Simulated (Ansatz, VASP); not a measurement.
**Ti (Titanium): VASP beside Ansatz**

Wanted: the spread between two codes on one cell, functional and k mesh. The cell is taken from a series of runs on this material, whose earlier steps may have relaxed, scaled, displaced or heated it; both programs get it as it stands.

Main program and level: Ansatz 0.2.0; plane waves, with VASP 6.6.1 beside it; zone-centre phonons at PBEsol.

## Step 1: The starting structure

It takes space group P6_3/mmc (No. 194, hexagonal). The conventional cell has a = 2.866 Å, b = 2.866 Å, c = 4.772 Å, α = 90.00°, β = 90.00°, γ = 120.00°. Ti has 12 Ti at 2.87 to 2.90 Å nearest.

## Step 2: Ansatz: zone-centre phonons, PBEsol

Ansatz runs on its PAW soft_1 files.

Second derivatives magnify differences that forces hide, and they need a tight electronic threshold.

Contents of input.yaml:

```yaml
crystal:
  lattice:
    - [2.8663808856, 0.0, 0.0]
    - [-1.4331904428, 2.4823586638, 0.0]
    - [0.0, 0.0, 4.7722900229]
  atoms:
    - { symbol: Ti, position: [0.3333333531, 0.6666666469, 0.25] }
    - { symbol: Ti, position: [0.6666666469, 0.3333333531, 0.75] }
kpoints:
  mp_grid: { grid: [18, 18, 12] }
hamiltonian:
  xc: pbesol
  pseudopotentials: { kind: paw, azcp: { folder: soft_1 }, xc_functional: pbe }
scf:
  occupations: { method: methfessel_paxton, width: 0.2 }
output:
  eigenvalues: true
phonons:
  method: dfpt
```

Run with:

```
$ ansatz run input.yaml --threads 4 --pin off --max-ram 10240MiB --backend cpu --events-out ev --progress --plain --runs-dir out
```

Numbers of over 12 decimals in the logs are rounded to 6 here.

The log of the run:

```text
zone centre: on kpoints.mp_grid the ground state, and the responses unless they are solved on pairs of k-points, stand on 637 of the mesh's 3888 k-points, reduced under 4 symmetry operations, with k and −k counted as one. Each operation leaves every solved displacement unchanged or reverses it
Engine: ansatz 0.2.0, aarch64-unknown-linux-gnu
Pseudopotentials: kind: paw
Pseudopotential: Ti, paw, valence charge 12, recommended cutoff 420 eV (normal), soft_1/Ti.paw.azcp
Functional definition: PBEsol
  exchange = pbesol_x
  correlation = pbesol_c
Crystal: 2 atoms, lattice volume = 33.957 Å³
Basis set: ecut = 420 eV, 663 PW (Γ), exchange–correlation on 40×40×64 points (8 copies of the dense FFT grid, shifted against one another)
Bands: 16, of which v1, the nominal top of the filled ones, is band 12 counted from 1 (11 counted from 0)
Symmetry: 24 space group operations
k-points: 637 of 3888 (irreducible under 4 space group operations, time reversal used)
Non-local potential: Ti, projectors of the file, l = 0: 3, l = 1: 2, l = 2: 3, l = 3: 1
PAW form: soft (Blöchl's): semilocal exchange-correlation on the pseudo side does not see the compensation charge
PAW frozen core: Ti, regenerated for the run's functional, and the local potential with it (the file was generated under x = pbe(κ = 0.804, μ = 0.219515), c = pbe(β = 0.066725))
PAW one-centre angular grid: Ti, 590 points (default); XC on 64 Gauss nodes
Initial density: superposition of atomic densities (chi_scale 0.1, normalization cell)
Initial wavefunctions: pseudopotential atomic-orbital guess
Functional: x = pbesol(κ = 0.804, μ = 0.123457), c = pbesol(β = 0.046)
SCF iter   1: F=—  HF=-4948.243781 eV  |F-HF|=—  |Δ(HF+E_count)|=         —  Δρ=6.38e-2  dr2=1.41e0  ethr=3.10e-3  ⟨swp⟩=4.3  Hψ=88471  notcnv=0
automatic band count: the SCF goes on with 20 bands, as 16 were too few: they end inside the smearing window of the response
preconditioner: auto → none  [metal: Δε(μ)=0.034 eV  Ē_g=4.661 eV  σ=0.200 eV  W_gap=0.14  n_scr=8 (ndim 8)  ℏωp=18.0 eV  f_vac=0.000  D(μ)=1.61/eV (n_scr^D=22)  sad-step TF]
SCF iter   2: F=—  HF=-4947.925855 eV  |F-HF|=—  |Δ(HF+E_count)|=   3.18e-1  S|Δr|=    0.00e0  Δρ=3.59e-2  dr2=4.72e-1  ethr=3.10e-3  ⟨swp⟩=2.0  Hψ=21362  notcnv=0  defer=908
SCF iter   3: F=—  HF=-4947.774858 eV  |F-HF|=—  |Δ(HF+E_count)|=   1.51e-1  S|Δr|=    0.00e0  Δρ=1.52e-3  dr2=3.33e-4  ethr=1.96e-3  ⟨swp⟩=2.8  Hψ=21738  notcnv=0  defer=908
SCF iter   4: F=—  HF=-4947.775009 eV  |F-HF|=—  |Δ(HF+E_count)|=   1.51e-4  S|Δr|=    0.00e0  Δρ=2.12e-4  dr2=1.00e-5  ethr=1.39e-6  ⟨swp⟩=2.0  Hψ=21247  notcnv=0  defer=871
SCF iter   5: F=—  HF=-4947.775015 eV  |F-HF|=—  |Δ(HF+E_count)|=   5.97e-6  S|Δr|=    0.00e0  Δρ=7.72e-5  dr2=1.32e-6  ethr=4.19e-8  ⟨swp⟩=2.1  Hψ=19125  notcnv=0  defer=871
SCF iter   6: F=—  HF=-4947.775014 eV  |F-HF|=—  |Δ(HF+E_count)|=   7.85e-7  S|Δr|=    0.00e0  Δρ=1.50e-5  dr2=6.34e-8  ethr=5.49e-9  ⟨swp⟩=2.7  Hψ=18531  notcnv=0  defer=871
SCF iter   7: F=—  HF=-4947.775014 eV  |F-HF|=—  |Δ(HF+E_count)|=   1.42e-8  S|Δr|=    0.00e0  Δρ=9.91e-7  dr2=1.87e-10  ethr=2.64e-10  ⟨swp⟩=2.9  Hψ=20313  notcnv=0  defer=871
SCF iter   8: F=-4947.775014 eV  HF=-4947.775014 eV  |F-HF|=0.00e0  |Δ(HF+E_count)|=  4.55e-11  S|Δr|=    0.00e0  Δρ=5.20e-8  dr2=5.52e-13  ethr=1.00e-12  ⟨swp⟩=9.0  Hψ=53678  notcnv=0
SCF 1 converged in 8 iterations: F = -4947.775014 eV  dr2 = 5.52e-13
  greatest PAW one-centre occupation: 0.999 electrons in one spin orbital (limit 2), on the Ti atom at site 1 (counted from 0), in its partial waves of l = 0
DFPT response loops at Γ: preconditioner auto → Kerker (q_TF=auto, 2.575 Å⁻¹) (partly filled bands, converged f_vac=0.000); β = 1.00, the filter's whole step (`scf.mixing.beta` (0.50) is not read by the response loops under this deck's `scf.mixing.preconditioner`; to damp them name `kerker` or `kerker_dos`, under which they read `scf.mixing.beta`, and type it under 1.00, their step now; both keys bind the ground state too); Broyden in place of MSR1
SCF converged after 8 iterations
Stability not checked: this state was not tested for a lower state beside it, because cold or Methfessel-Paxton smearing, or corrected tetrahedra, fill the levels in a way that the test cannot read (fill_not_monotonic; see scf.lower_state_search)
Free energy (F): -4947.775014 eV
Harris-Foulkes:  -4947.775014 eV  (|F-HF|=0.00e0)
Internal energy: -4947.779809 eV  (E = F + TS)
E sigma→0 (E₀):  -4947.776213 eV
Entropy (-TS):   0.004795 eV (2.398 meV/atom)
Fermi energy:    13.514822 eV
Step filling:    the computed levels leave a gap of 0.0050 eV = 0.0 smearing widths at the electron count; against every level under it full and every level over it empty, smearing changes F+E_penalty+E_count by +1.887 meV and its σ→0 estimate by +0.688 meV
--- Per-component energies (eV) ---
  E_band       = -308.310934
  E_kinetic    = 562.766477
  E_local      = -1721.462648  (includes V_loc(G=0)·N_el)
  E_nonlocal   = 123.738406
  E_hartree    = 682.045615
  E_xc         = -230.551850
  E_vxc        = -290.038245  (∫ρ·V_xc dr)
  E_paw        = -2034.615066  (= ΣΔE_a)
  E_vpaw       = -347.406017  (= ΣTr[D̂ρ^β])
  E_aug_tail   = -0.000164  (compensation charges beyond the density's cutoff)
  E_ewald      = -2329.979348
  E_core_change = 0.278769  (= ΣΔE_core)
  E_smearing   = 0.004795  (= −TS)
  E_closure    = -0.000000  (closes the sum)
  Σ components = -4947.775014   (vs F -4947.775014, Δ=0.00e0)
--- Band table (eV; the first three rows and the last of 637) ---
  k-point 0: bands = [... 8 lower, 7.2834, 10.7359, 13.9022, 14.1120, 14.3678, 14.3678, 14.8023, 14.8023, ... 4 higher]
  k-point 1: bands = [... 8 lower, 7.3393, 10.7002, 13.8187, 14.0829, 14.3508, 14.3508, 14.7780, 14.7780, ... 4 higher]
  k-point 2: bands = [... 8 lower, 7.5050, 10.5800, 13.6211, 13.9988, 14.3133, 14.3133, 14.7111, 14.7111, ... 4 higher]
  k-point 636: bands = [... 8 lower, 11.4906, 11.4906, 12.9283, 12.9283, 13.4629, 13.4629, 15.1240, 15.1240, ... 4 higher]
--- Phonons (Γ-DFPT): 2 representative perturbations + reference, on 637 of 3888 k-points (Σ response iterations 6) ---
  k mesh reduced under 4 symmetry operations, with k and −k counted as one. Each operation leaves every solved displacement unchanged or reverses it
  ASR residual: 1.875e-5 → 0.000e0 eV/Å²; symmetrization residual: 3.782e-13 eV/Å²
  ASR residual per site (eV/Å²): 1.87e-5 1.87e-5
  Γ frequencies (cm⁻¹): 0.00 0.00 0.00 119.64 119.64 179.25
  non-analytic LO–TO correction: not included (Born effective charges unavailable; polar crystals: no LO–TO splitting at Γ)
```

(Continued in part 2 of 2.)

[Lines on the potential files, build, host, timing and source positions are cut from VASP's logs without a mark.]

[Logs are printed without paths, hosts, clocks, repeated set-up lines and the standing remarks that a program may print on its own settings, such as how far it seeks lower states.]

[Hosts, paths, dates, database ids (printed as entryN), source tags and the programs' standing remarks are cut or masked in the printed files.]
